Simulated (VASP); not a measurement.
Write the native input for VASP 6.6.1 that does the following.

- Task: relaxation of cell and atoms
- Functional: PBE
- Potentials or basis: VASP PAW PBE potentials, release 64 (Pt, Se)
- Cutoff: 600 eV
- k mesh: 9 × 9 × 5
- Occupations: gaussian, width 0.03 eV
- Spin: no spin polarisation
- Further INCAR settings: ALGO = Normal; EDIFF = 1e-06; IBRION = 2; EDIFFG = -0.01; NSW = 90; ISIF = 3

The structure of PtSe2 (Sudovikovite) lies in POSCAR:

```
PtSe2
1.0
    3.7240000000      0.0000000000      0.0000000000
   -1.8620000000      3.2250786037      0.0000000000
    0.0000000000      0.0000000000      5.0620000000
Pt Se
1 2
Direct
    0.0000000000      0.0000000000      0.0000000000
    0.3333333333      0.6666666667      0.2500000000
    0.6666666667      0.3333333333      0.7500000000
```

The input as run:

INCAR

```
SYSTEM = PtSe2
PREC     = Accurate       ! precision mode
ENCUT    = 600            ! plane-wave cutoff, eV
EDIFF    = 1E-6           ! SCF threshold, eV
ISMEAR   = 0              ! smearing method
SIGMA    = 0.03           ! smearing width, eV
LREAL    = .FALSE.        ! projectors in reciprocal space
LASPH    = .TRUE.         ! aspherical terms in the spheres
NELM     = 80             ! most SCF steps
ALGO     = Normal         ! electronic algorithm
ISIF     = 3              ! what is computed and relaxed
LWAVE    = .FALSE.        ! write WAVECAR
LCHARG   = .FALSE.        ! write CHGCAR
GGA      = PE             ! functional
IBRION   = 2              ! ionic algorithm
NSW      = 90             ! ionic steps
EDIFFG   = -0.01          ! ionic threshold
```

KPOINTS

```
Automatic mesh
0
G
  9 9 5
  0 0 0
```

Potentials or basis: VASP PAW PBE potentials, release 64 (Pt, Se).

Launch:

```bash
$ cat potpaw_PBE.64/Pt/POTCAR potpaw_PBE.64/Se/POTCAR > POTCAR
$ mpirun -np 1 vasp_std > vasp.out
```

Results of the run:

```yaml
Relaxed_volume: 25.95 Å³/atom
Relaxed_cell: a = 3.753 Å, b = 3.753 Å, c = 6.382 Å, α = 90.00°, β = 90.00°, γ = 120.00°
Space_group_after_relaxing_to_0.05_Å: P-3m1 (No. 164)
Energy_gained_by_relaxing: 38.6 meV/atom
Ionic_steps: 22
Pressure_after_relaxing: 0.0 GPa
Largest_force_after_relaxing: 0.004 eV/Å
Band_gap_on_the_k_mesh: 0.87 eV, indirect (least direct gap 0.98 eV)
```

Caveat: the volume moved by over 15 % at a fixed basis, so the end points are rough; spin-orbit coupling is left out, which moves the levels of the heavy elements; an odd mesh through Γ misses points on the zone boundary, where band edges often lie; this functional lacks dispersion, which binds the layers, so the pressure and a relaxed spacing across them are unreliable, and here the layers came unbound; the volume moved by +28 % from the deposited cell, more than functionals usually miss.

It took 6.2 min on 1 thread of Intel(R) Xeon(R) 6975P-C (Granite Rapids), with other jobs on the host, peak memory 0.24 GiB.
